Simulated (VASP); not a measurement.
LiCaF3, 5 atoms in the cell. Symmetry: Pmmm, No. 47, orthorhombic system. Conventional cell: a = 3.197 Å, b = 3.761 Å, c = 4.325 Å, α = 90.00°, β = 90.00°, γ = 90.00°. Around Li (site symmetry mmm) lie 2 F at 1.60 Å. Ca (site symmetry mmm) has 8 F at 2.47 to 2.69 Å as nearest neighbours. Around F (site symmetry mmm) lie 2 Li at 1.60 Å. F (site symmetry mmm) is surrounded by 2 Li at 1.88 Å. Around F (site symmetry mmm) lie 2 Li at 2.16 Å and 4 Ca at 2.47 Å. The cell comes from a database or a generator and needn't be the stable form of this composition. The cell isn't the ideal one: strain -0.1500 x Voigt [1, -1, 0, 0, 0, 0], atoms carried along.

| Property | Result |
| --- | --- |
| Program | VASP 6.6.1 |
| Task | single point |
| Functional | PBE |
| Potentials or basis | VASP PAW PBE potentials, release 64 (Li_sv, Ca_sv, F) |
| Cutoff | 520 eV |
| k mesh | 6 × 6 × 6 |
| Occupations | gaussian, width 0.05 eV |
| Spin | no spin polarisation |
| Dipole correction | no |
| Further INCAR settings | ALGO = Normal; EDIFF = 1e-06; NBANDS = 25 |

Potentials or basis: VASP PAW PBE potentials, release 64 (Li_sv, Ca_sv, F).

Run with:

```console
$ cat potpaw_PBE.64/Li_sv/POTCAR potpaw_PBE.64/Ca_sv/POTCAR potpaw_PBE.64/F/POTCAR > POTCAR
$ mpirun -np 1 vasp_std > vasp.out
```

Hardware: 1 thread of Intel(R) Xeon(R) Platinum 8259CL CPU @ 2.50GHz (Skylake/Cascade Lake), with other jobs on the host.

Question: Estimate the wall time of this run.

Answer: Wall time 77 s on 1 thread of Intel(R) Xeon(R) Platinum 8259CL CPU @ 2.50GHz (Skylake/Cascade Lake), on a shared host, peak memory 0.21 GiB. Counts: scf iterations 14, k points 64.
